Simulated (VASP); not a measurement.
An input for Quantum ESPRESSO's pw.x (written as the equivalent of a VASP run, and not itself run):

```
&CONTROL
  calculation = 'scf'
  pseudo_dir = './pseudo'
  outdir = './out'
  tprnfor = .true.
  tstress = .true.
/
&SYSTEM
  ibrav = 0
  nat = 8
  ntyp = 3
  ecutwfc = 84
  occupations = 'tetrahedra'
  input_dft = 'pbesol'
/
&ELECTRONS
  conv_thr = 7.3e-09
  electron_maxstep = 100
/
ATOMIC_SPECIES
  Ca 40.078 Ca.upf
  O 15.999 O.upf
  Ba 137.327 Ba.upf
CELL_PARAMETERS angstrom
    -0.0202903    4.9932379    4.9953597
     4.9932379   -0.0202903    4.9953597
     2.4864738    2.4864738   -0.0000000
ATOMIC_POSITIONS crystal
  Ca   0.0000000  1.0000000  1.0000000
  Ca   0.0000000  0.5000000  1.0000000
  Ca   0.5000000  1.0000000  1.0000000
  O    0.2395822  0.2395822  0.5208357
  O    0.2271764  0.7728236  0.5000000
  O    0.7728236  0.2271764  0.5000000
  O    0.7604178  0.7604178  0.4791643
  Ba   0.5000000  0.5000000  1.0000000
K_POINTS automatic
  5 5 9 0 0 0
```

Problem. Translate this input to VASP (INCAR, KPOINTS, POSCAR, choice of POTCAR).

Solution. One answer among several that fit: 
**POSCAR**
```
BaCa3O4
1
   -0.0202903487     4.9932378764     4.9953597079
    4.9932378764    -0.0202903487     4.9953597079
    2.4864737639     2.4864737639    -0.0000000000
Ca O Ba
3 4 1
Direct
  0.0000000000   1.0000000000   1.0000000000
  0.0000000000   0.5000000000   1.0000000000
  0.5000000000   1.0000000000   1.0000000000
  0.2395821549   0.2395821549   0.5208356904
  0.2271763989   0.7728236011   0.5000000000
  0.7728236011   0.2271763989   0.5000000000
  0.7604178451   0.7604178451   0.4791643096
  0.5000000000   0.5000000000   1.0000000000
```

**INCAR**
```
ALGO=Normal
EDIFF=1E-7
ENCUT=520
GGA=PS
ISIF=2
ISMEAR=-5
LASPH=T
LCHARG=T
LEFG=T
LMAXMIX=4
LORBIT=11
LREAL=F
LWAVE=F
NEDOS=601
NELM=100
PREC=Accurate
SYSTEM=BaCa3O4
```

**KPOINTS**
```
Automatic
0
gamma
  5 5 9
```

POTCAR, in this order: Ca_sv O Ba_sv (PBE.64 set). Program: vasp_std.

What does not carry over: the potentials are each code's own (VASP's PAW set, PseudoDojo norm-conserving files in pw.x), so ENCUT and ecutwfc are chosen apart and not converted; conv_thr bounds pw.x's estimated SCF error, while EDIFF bounds the energy change between steps; the field gradients of LEFG aren't asked of the other code.

The structure was generated: BaCa3O4 was put into an ordered model structure (Cmmm), which need not be its known phase. It was relaxed first.
